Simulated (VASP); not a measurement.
# In (relaxed from the A7 structure, space group R-3m): computed properties

The numbers are results of PBEsol GGA, VASP's PBE PAW potentials (set 64) (plane waves; VASP), not measurements.

| Property | Value |
|---|---|
| space group | R-3m (166) |
| cell | a = b = 3.3638 Å, c = 7.8356 Å, α = β = 90.00°, γ = 120.00° |
| volume per atom | 25.59 Å³/atom |
| band gap (over mesh and band path) | none (metal, semimetal or under 0.01 eV) |
| density | 7.45 g/cm³ |

In is taken in the trigonal space group R-3m, hexagonal axes (No. 166), Pearson symbol hR1. Conventional cell: a = 3.3638 Å, b = 3.3638 Å, c = 7.8356 Å, α = 90.00°, β = 90.00°, γ = 120.00°. In on 3b sees 12 In at 3.255–3.364 Å (cuboctahedral). (Neighbours: up to the widest gap in distance over summed covalent radii, below 1.35, at either atom.)
(The calculation used a cell of 2 atoms; values per cell refer to that cell.)

Unless said otherwise, spin-orbit coupling is left out, though it shifts the bands of the heavy elements here.

The structure was generated: In was put into the A7 type (R-3m), which need not be its known phase. It was relaxed first, which changed the volume by -5 %. Symmetry was kept, so distortions that lower it aren't found.
